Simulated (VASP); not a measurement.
An input for Ansatz (written as the equivalent of a VASP run, and not itself run):

Ansatz 0.2 input:
```yaml
crystal:
  lattice:
    - [0.0000000, 1.7835000, 1.7835000]
    - [1.7835000, 0.0000000, 1.7835000]
    - [1.7835000, 1.7835000, 0.0000000]
  atoms:
    - { symbol: C, position: [0.0000000, 0.0000000, 0.0000000] }
    - { symbol: C, position: [0.2500000, 0.2500000, 0.2500000] }
kpoints:
  mp_grid: { grid: [11, 11, 11] }
hamiltonian:
  xc: r2scan
  pseudopotentials: { kind: paw }
scf:
  occupations: { method: gaussian, width: 0.05 }
  max_iter: 100
relax:
  max_steps: 60
  f_tol: 0.01
  cell: {}
output: { forces: true, stress: true, eigenvalues: true }
```

Task: Write the VASP files for the same calculation (r2SCAN).

Result: Several could match; the one computed here: 
### POSCAR
```
C
1
    0.0000000000     1.7835000000     1.7835000000
    1.7835000000     0.0000000000     1.7835000000
    1.7835000000     1.7835000000     0.0000000000
C
2
Direct
  0.0000000000   0.0000000000   0.0000000000
  0.2500000000   0.2500000000   0.2500000000
```

### KPOINTS
```
Automatic mesh
0
Gamma
11 11 11
0 0 0
```

INCAR:
```
ALGO=Normal
EDIFF=1E-6
EDIFFG=-0.01
ENCUT=520
IBRION=2
ISIF=3
ISMEAR=0
LASPH=.True.
LCHARG=.False.
LMIXTAU=.True.
LREAL=.False.
LWAVE=.False.
METAGGA=R2SCAN
NELM=100
NSW=60
PREC=Accurate
SIGMA=0.05
SYSTEM=C
```

POTCAR, in this order: C (PBE.64 set). Program: vasp_std.

The two are equivalent in intent, not identical: each code has its own PAW files, so the cut-off isn't converted (ENCUT is set for VASP's; basis.ecutwfc is left out, and Ansatz then takes the one that its files recommend); Ansatz stops its SCF on the density residual and VASP on the energy change (EDIFF).

The compound is C in the diamond structure. This run relaxes it. Symmetry was kept, so distortions that lower it aren't found.
